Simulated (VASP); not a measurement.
A VASP calculation is set up with these files.

KPOINTS:
```
Automatic mesh
0
Gamma
13 13 13
0 0 0
```

**POSCAR**
```
CoGa
5.7455480
  0.5000000155   0.0000000000   0.0000000000
  0.0000000000   0.5000000155   0.0000000000
  0.0000000000   0.0000000000   0.5000000155
Ga Co
1 1
direct
  0.5000000000   0.5000000000   0.5000000000
  0.0000000000   0.0000000000   0.0000000000
```

**INCAR**
```
! general
SYSTEM =CoGa
PREC   =Accurate
ENCUT  =520
LREAL  =.FALSE.
LASPH  =.TRUE.

! electronic loop
EDIFF  =1E-7
NELM   =100
ALGO   =Normal
LMAXMIX=4
LMIXTAU=.TRUE.

! smearing
ISMEAR =1
SIGMA  =0.1

! functional
METAGGA=R2SCAN

! ions
ISIF   =2

! output
LWAVE  =.FALSE.
LCHARG =.FALSE.
```

POTCAR, in this order: Ga_d Co (PBE.64 set). Program: vasp_std.

### Question
Translate this r2SCAN calculation to Ansatz.

### Answer
One equivalent input (not run):
Ansatz 0.2 input:
```yaml
crystal:
  lattice:
    - [2.8727741, 0.0000000, 0.0000000]
    - [0.0000000, 2.8727741, 0.0000000]
    - [0.0000000, 0.0000000, 2.8727741]
  atoms:
    - { symbol: Ga, position: [0.5000000, 0.5000000, 0.5000000] }
    - { symbol: Co, position: [0.0000000, 0.0000000, 0.0000000] }
kpoints:
  mp_grid: { grid: [13, 13, 13] }
hamiltonian:
  xc: r2scan
  pseudopotentials: { kind: paw }
scf:
  occupations: { method: methfessel_paxton, width: 0.1 }
  max_iter: 100
output: { forces: true, stress: true, eigenvalues: true }
```
Limits of the translation: each code has its own PAW files, so the cut-off isn't converted (ENCUT is set for VASP's; basis.ecutwfc is left out, and Ansatz then takes the one that its files recommend); Ansatz stops its SCF on the density residual and VASP on the energy change (EDIFF).

The compound is CoGa in the CsCl type structure. This cell is one point of a volume scan, at 1.03 of the reference volume.
